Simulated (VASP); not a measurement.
A periodic (001) film of ZnS (zinc blende) under biaxial in-plane strain, normal axis and ions relaxed with LDA. Gaps from mBJ in VASP (PAW), over mesh and path in the film cell's folded zone.

```json
[
 {"strain (%)": "-1", "gap (eV)": "3.914"},
 {"strain (%)": "+0", "gap (eV)": "3.910"},
 {"strain (%)": "+1", "gap (eV)": "3.829"}
]
```

Q: Take the slope on the side of tension and predict the gap at +3 %.

A: The slope is -0.081 eV per cent, which gives 3.910 + (-0.081)(+3) = 3.67 eV. The run gave 3.68 eV, +0.01 eV from the line.

Runs of the series that failed, ran out of time, didn't relax or are held back are left out.

The compound is ZnS in the zinc blende structure.
